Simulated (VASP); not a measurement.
All values below come from vdW-DF2, VASP's PBE PAW potentials (set 64) (plane waves; VASP).

VASP ran on this input.

File KPOINTS:
```
Regular mesh
0
Gamma
 10 10 10
```

INCAR:
```
# general
SYSTEM    =  AlN
PREC      =  Accurate
ENCUT     =  520
LREAL     =  .FALSE.   # projection in real space or not
LASPH     =  .TRUE.   # aspherical one-centre terms

# electronic loop
EDIFF     =  1E-7   # SCF stop (eV)
NELM      =  100
ALGO      =  Normal

# smearing
ISMEAR    =  0   # Gaussian
SIGMA     =  0.05

# functional
GGA       =  ML
LUSE_VDW  =  .TRUE.
AGGAC     =  0.0
ZAB_VDW   =  -1.8867

# ions
ISIF      =  2

# output
LWAVE     =  .FALSE.
LCHARG    =  .FALSE.
```

POSCAR:
```
AlN
3.1399090
  0.0000000000   0.7071067135   0.7071067135
  0.7071067135   0.0000000000   0.7071067135
  0.7071067135   0.7071067135   0.0000000000
Al N
1 1
Cart
  0.0000000000   0.0000000000   0.0000000000
  0.3535533567   0.3535533567   0.3535533567
```

POTCAR, in this order: Al N (PBE.64 set). Program: vasp_std.

Task: Predict the energy per atom (σ→0), band gap (on the k-mesh).

Result: 
| Item | Result |
|---|---|
| energy per atom (σ→0) | -5.841 eV/atom |
| band gap (on the k-mesh) | 3.80 eV |

OSZICAR:
```
...
DAV:   8    -0.116815930443E+02   -0.96563E-02   -0.52927E-02   776   0.324E+00    0.491E-01
DAV:   9    -0.116809315813E+02    0.66146E-03   -0.64107E-04  1072   0.271E-01    0.207E-01
DAV:  10    -0.116813640253E+02   -0.43244E-03   -0.11555E-03   752   0.409E-01    0.471E-02
DAV:  11    -0.116813584903E+02    0.55350E-05   -0.34722E-05   896   0.526E-02    0.153E-02
DAV:  12    -0.116813646455E+02   -0.61552E-05   -0.16488E-05   784   0.496E-02    0.187E-03
DAV:  13    -0.116813648044E+02   -0.15897E-06   -0.31255E-07   888   0.718E-03    0.825E-04
DAV:  14    -0.116813648538E+02   -0.49325E-07   -0.16096E-07   768   0.505E-03
   1 F= -.11681365E+02 E0= -.11681365E+02  d E =-.246650E-12
```

The compound is AlN in the zinc blende structure, a metastable form; wurtzite is the usual one. It was relaxed first.
